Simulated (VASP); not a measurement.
Output of a VASP run:

File OSZICAR:
```
...
DAV:   2    -0.524980824117E+02   -0.13433E-01   -0.18345E-01  1488   0.193E+00    0.892E-01
DAV:   3    -0.524967940359E+02    0.12884E-02   -0.74907E-03  1496   0.516E-01    0.565E-01
DAV:   4    -0.524966379599E+02    0.15608E-03   -0.48408E-03  1555   0.372E-01    0.158E-01
DAV:   5    -0.524964711514E+02    0.16681E-03   -0.93823E-04  1472   0.172E-01    0.426E-02
DAV:   6    -0.524964588329E+02    0.12318E-04   -0.94189E-05  1504   0.480E-02    0.456E-02
DAV:   7    -0.524964581188E+02    0.71415E-06   -0.79953E-06  1564   0.135E-02    0.208E-02
DAV:   8    -0.524964573716E+02    0.74716E-06   -0.21580E-06  1372   0.717E-03    0.148E-02
DAV:   9    -0.524964572678E+02    0.10379E-06   -0.44226E-07  1339   0.341E-03    0.861E-03
DAV:  10    -0.524964572676E+02    0.20009E-09   -0.48645E-08   928   0.128E-03
   2 F= -.52496457E+02 E0= -.52496457E+02  d E =-.278977E-01
       N       E                     dE             d eps       ncg     rms          rms(c)
DAV:   1    -0.524969253098E+02   -0.46804E-03   -0.63972E-02  1275   0.105E+00    0.272E-01
DAV:   2    -0.524971613231E+02   -0.23601E-03   -0.32179E-03  1495   0.257E-01    0.117E-01
DAV:   3    -0.524971392476E+02    0.22075E-04   -0.89435E-05  1486   0.577E-02    0.785E-02
DAV:   4    -0.524971376294E+02    0.16183E-05   -0.72187E-05  1578   0.447E-02    0.225E-02
DAV:   5    -0.524971338683E+02    0.37610E-05   -0.20076E-05  1478   0.249E-02    0.588E-03
DAV:   6    -0.524971336479E+02    0.22044E-06   -0.16631E-06  1283   0.627E-03    0.647E-03
DAV:   7    -0.524971336272E+02    0.20671E-07   -0.13519E-07   945   0.194E-03
   3 F= -.52497134E+02 E0= -.52497134E+02  d E =-.285740E-01
       N       E                     dE             d eps       ncg     rms          rms(c)
DAV:   1    -0.525594806021E+02   -0.62347E-01   -0.25043E+00  1248   0.103E+01    0.169E+00
DAV:   2    -0.525197033551E+02    0.39777E-01   -0.25574E-01  1441   0.295E+00    0.984E-01
DAV:   3    -0.525131124039E+02    0.65910E-02   -0.13647E-02  1432   0.753E-01    0.405E-01
DAV:   4    -0.525096585112E+02    0.34539E-02   -0.12039E-02  1464   0.567E-01    0.210E-01
DAV:   5    -0.525095132758E+02    0.14524E-03   -0.92305E-04  1500   0.190E-01    0.106E-01
DAV:   6    -0.525094562100E+02    0.57066E-04   -0.16322E-04  1632   0.715E-02    0.265E-02
DAV:   7    -0.525094515790E+02    0.46310E-05   -0.25948E-05  1509   0.275E-02    0.202E-02
DAV:   8    -0.525094513363E+02    0.24263E-06   -0.18336E-06  1526   0.786E-03    0.685E-03
DAV:   9    -0.525094512874E+02    0.48928E-07   -0.25648E-07  1140   0.251E-03
   4 F= -.52509451E+02 E0= -.52509451E+02  d E =-.123177E-01
       N       E                     dE             d eps       ncg     rms          rms(c)
DAV:   1    -0.525256946982E+02   -0.16243E-01   -0.72647E-01  1248   0.556E+00    0.921E-01
DAV:   2    -0.525142391662E+02    0.11456E-01   -0.74048E-02  1449   0.159E+00    0.534E-01
DAV:   3    -0.525123266838E+02    0.19125E-02   -0.39687E-03  1433   0.404E-01    0.220E-01
DAV:   4    -0.525113157091E+02    0.10110E-02   -0.36618E-03  1457   0.312E-01    0.116E-01
DAV:   5    -0.525112772589E+02    0.38450E-04   -0.25001E-04  1520   0.991E-02    0.609E-02
DAV:   6    -0.525112608423E+02    0.16417E-04   -0.52429E-05  1602   0.402E-02    0.175E-02
DAV:   7    -0.525112593506E+02    0.14916E-05   -0.77798E-06  1525   0.156E-02    0.125E-02
DAV:   8    -0.525112592537E+02    0.96919E-07   -0.44848E-07  1294   0.417E-03
   5 F= -.52511259E+02 E0= -.52511259E+02  d E =-.141256E-01
```

OUTCAR:
```
------------------------ aborting loop because EDIFF is reached ----------------------------------------
  FORCE on cell =-STRESS in cart. coord.  units (eV):
  Direction    XX          YY          ZZ          XY          YZ          ZX
  --------------------------------------------------------------------------------------
  Total        0.9891969      0.9891969      0.9922913      0.0000000      0.0000000      0.0000000
  in kB       15.8298188     15.8298185     15.8793372      0.0000000      0.0000000      0.0000000
  external PRESSURE =      15.8463248 kB  Pullay stress =       0.0000000 kB
  volume of cell :      100.12
      direct lattice vectors                 reciprocal lattice vectors
     1.558643830 -2.699650279 -0.000000000     0.320791698 -0.185209175 -0.000000000
     1.558643830  2.699650279 -0.000000000     0.320791698  0.185209175  0.000000000
     0.000000000 -0.000000000 11.896877812     0.000000000  0.000000000  0.084055667
 POSITION                                       TOTAL-FORCE (eV/Angst)
 -----------------------------------------------------------------------------------
      1.55864      0.89989      2.97422         0.000000      0.000000      0.000000
      1.55864     -0.89989      8.92266        -0.000000     -0.000000      0.000000
      1.55864      0.89989     10.48756         0.000000     -0.000000      0.006278
      1.55864     -0.89989      4.53912         0.000000      0.000000      0.006278
      1.55864     -0.89989      1.40932         0.000000      0.000000     -0.006278
      1.55864      0.89989      7.35776        -0.000000     -0.000000     -0.006278
 -----------------------------------------------------------------------------------
    total drift:                                0.000000      0.001124     -0.000033
  FREE ENERGIE OF THE ION-ELECTRON SYSTEM (eV)
  ---------------------------------------------------
  free  energy   TOTEN  =       -52.5112592537 eV

  energy  without entropy=      -52.5112592537  energy(sigma->0) =      -52.51125925

 reached required accuracy - stopping structural energy minimisation
```
(Selected blocks of OUTCAR.)

POSCAR:
```
WS2
1
    1.5483807069    -2.6818740324     0.0000000000
    1.5483807069     2.6818740324     0.0000000000
    0.0000000000     0.0000000000    12.0551124909
W S
2 4
Direct
  0.3333330000   0.6666670000   0.2500000000
  0.6666670000   0.3333330000   0.7500000000
  0.3333330000   0.6666670000   0.8783979818
  0.6666670000   0.3333330000   0.3783979818
  0.6666670000   0.3333330000   0.1216020182
  0.3333330000   0.6666670000   0.6216020182
```

Task: Write an INCAR and KPOINTS that could have produced this output.

Result: Several could match; the one computed here: the input of the run itself, LDA (Ceperley-Alder, Perdew-Zunger), plane waves, VASP's LDA PAW potentials (set 64).

File KPOINTS:
```
Automatic mesh
0
Gamma
8 8 2
0 0 0
```

### INCAR
```
LREAL = .FALSE.   # projection in real space or not
SYSTEM = WS2
EDIFFG = -0.01   # ionic stop
NSW = 30   # most ionic steps
ENCUT = 520
PREC = Accurate
LCHARG = .FALSE.
LWAVE = .FALSE.
SIGMA = 0.05   # width (eV)
LASPH = .TRUE.
IBRION = 2   # conjugate gradients
ISMEAR = 0
LMAXMIX = 6
NELM = 100
EDIFF = 1E-7   # SCF stop (eV)
ISIF = 4   # ions and shape, fixed volume
ALGO = Normal   # blocked Davidson
```

POTCAR, in this order: W_sv S (LDA.64 set). Program: vasp_std.

The compound is WS2 in the 2H layered structure. This cell is one point of a volume scan, at 0.97 of the reference volume. Symmetry was kept, so distortions that lower it aren't found.
